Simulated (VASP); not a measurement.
# TiC: energy against volume

TiC (rock salt, Fm-3m, 10.166 Å³/atom and stress up to 0.01 GPa in the relaxed cell, cube axes along x, y and z) under an equal strain ε along all three axes. r2SCAN in VASP (plane waves, PAW), 600 eV, 18×18×18 Γ-centred mesh, Methfessel-Paxton smearing 0.10 eV; ions are relaxed, or left where forces stay under 0.02 eV/Å, within the symmetry of each cell.

Here V stands for volume and E for E less E0.

```csv
volume (Å³/atom),E less E0 (meV/atom),pressure (GPa)
9.5680,32.63,17.88
9.7152,18.27,12.99
9.8639,8.16,8.40
10.0141,2.13,4.06
10.1658,0.00,0.01
10.3191,1.61,-3.80
10.4739,6.80,-7.36
10.6302,15.42,-10.69
10.7881,27.29,-13.81
11.1085,?,?
```

Fit E of the 9 rows that show it with the third-order Birch-Murnaghan form, a cubic in V^(-2/3). With u = V^(-2/3) - 0.213, the rows have u = 0.008881, 0.006634, 0.004421, 0.002241, 0.000095, -0.002021, -0.004105, -0.006158, -0.008181. Least squares gives E = -0.003 + 30.86·u + 411002·u² - 78397·u³. Residuals (row less fit): -0.003, 0.003, 0.000, 0.001, -0.004, -0.004, -0.002, 0.009, -0.005; standard error 0.006 (degrees of freedom: 5). Its minimum lies at u = -0.000038, so V0 = (0.212962)^(-3/2) = 10.18. There d²E/du² = 822000 and d³E/du³ = -470400, so B0 = (4/9) × 10.18^(-7/3) × 822000 × 0.160218 = 261 GPa (the last factor turns the table's units into GPa), and B0' = 4 + (2/3) × 0.212962 × (-470400)/822000 = 3.9. B0' rests on the cubic coefficient alone and has a standard error of 0.1 from these residuals.

Question: What does the fit predict for E at V = 11.1085, and how far is the calculated value from it?

Answer: u = -0.012139, so E = -0.003 + 30.86 × (-0.012139) + 411002 × (-0.012139)² - 78397 × (-0.012139)³ = 60.326 meV/atom. The calculation gives 60.28 meV/atom, 0.046 meV/atom below the prediction (0.1 % of the range of E in the table). The row lies outside the fitted rows, so this is an extrapolation. The scatter of the fitted rows lies at the last printed digit.

In a metal these values are sensitive to mesh and smearing; energies are taken to zero smearing, stresses follow the free energy. The runs aren't spin-polarised. Other structures, which can take over under pressure, weren't tried. The same form fitted to the pressure column gives B0' = 4.0; series where the two differ by over 0.4 aren't shown. Rows are the converged runs of the series near zero and its far end, less any whose ions stayed unrelaxed beside relaxed ones; series whose fitted rows scatter by over a few per cent of the range, as at a crossing or softening among them, aren't shown in this form.
